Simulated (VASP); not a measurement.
An input for Quantum ESPRESSO's pw.x (written as the equivalent of a VASP run, and not itself run):

```
&CONTROL
  calculation = 'scf'
  pseudo_dir = './pseudo'
  outdir = './out'
  tprnfor = .true.
  tstress = .true.
/
&SYSTEM
  ibrav = 0
  nat = 2
  ntyp = 2
  ecutwfc = 102
  occupations = 'smearing'
  smearing = 'gaussian'
  degauss = 0.00735
  input_dft = 'pbe'
  noncolin = .true.
  lspinorb = .true.
/
&ELECTRONS
  conv_thr = 7.3e-08
  electron_maxstep = 100
/
ATOMIC_SPECIES
  Cd 112.414 Cd.upf
  O 15.999 O.upf
CELL_PARAMETERS angstrom
     3.3404930    0.0000000    0.0000000
    -1.6702460    2.8929520    0.0000000
     0.0000000    0.0000000   14.0000000
ATOMIC_POSITIONS crystal
  Cd   0.6666670  0.3333330  0.5000000
  O    0.3333330  0.6666670  0.5000000
K_POINTS automatic
  9 9 1 0 0 0
```

Question: Write the VASP files for the same calculation (PBE+SOC).

Answer: This is not unique; one that fits is 
INCAR:
```
! general
SYSTEM        = CdO
PREC          = Accurate
ENCUT         = 400   ! plane-wave cut-off (eV)
LREAL         = .FALSE.   ! projection in real space or not
LASPH         = .TRUE.   ! aspherical one-centre terms

! electronic loop
EDIFF         = 1E-6   ! SCF stop (eV)
NELM          = 100   ! most electronic steps
ALGO          = Normal
LMAXMIX       = 4   ! l cut-off of mixed one-centre charges

! smearing
ISMEAR        = 0   ! Gaussian
SIGMA         = 0.1   ! width (eV)

! functional
GGA           = PE   ! PBE
GGA_COMPAT    = .FALSE.

! spin
MAGMOM        = 0.0 0.0 0.0 0.0 0.0 0.0
LSORBIT       = .TRUE.
LNONCOLLINEAR = .TRUE.

! ions
ISIF          = 2   ! forces and stress, cell fixed

! output
LWAVE         = .FALSE.
LCHARG        = .FALSE.
LORBIT        = 11   ! lm-projected
```

File KPOINTS:
```
K-points
0
G
9 9 1
```

**POSCAR**
```
CdO
1.0
  3.3404930000   0.0000000000   0.0000000000
 -1.6702460000   2.8929520000   0.0000000000
  0.0000000000   0.0000000000  14.0000000000
Cd O
1 1
direct
  0.6666670000   0.3333330000   0.5000000000
  0.3333330000   0.6666670000   0.5000000000
```

POTCAR, in this order: Cd O (PBE.64 set). Program: vasp_ncl.

What does not carry over: the potentials are each code's own (VASP's PAW set, PseudoDojo norm-conserving files, fully relativistic, in pw.x), so ENCUT and ecutwfc are chosen apart and not converted; conv_thr bounds pw.x's estimated SCF error, while EDIFF bounds the energy change between steps.

The cell is a sheet with vacuum, built from a generated structure.
